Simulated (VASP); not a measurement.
Energy against volume of KF (rock salt). Calculation: optB86b-vdW, VASP's PBE PAW potentials (set 64) (plane waves; VASP). Run with 520 eV cut-off, 9×9×9 Γ-centred mesh, Gaussian smearing of 0.050 eV, potentials K_sv F.

| V (Å³/atom) | E (eV/atom) |
|---|---|
| 17.821 | -2.16194 |
| 18.390 | -2.16865 |
| 18.958 | -2.17098 |
| 19.527 | -2.16968 |

**Question.** Fit these four points and predict the energy of the run at 20.096 Å³/atom.

**Answer.** A cubic in V^(−2/3), the third-order Birch-Murnaghan form, passes through the four points with V0 = 19.02 Å³/atom and B0 = 33 GPa, and gives -2.1654 eV/atom there. The run gave -2.1653 eV/atom, +0.0 meV/atom from the fit; all five points give B0 = 34 GPa.

The compound is KF in the rock salt structure. It was relaxed first.
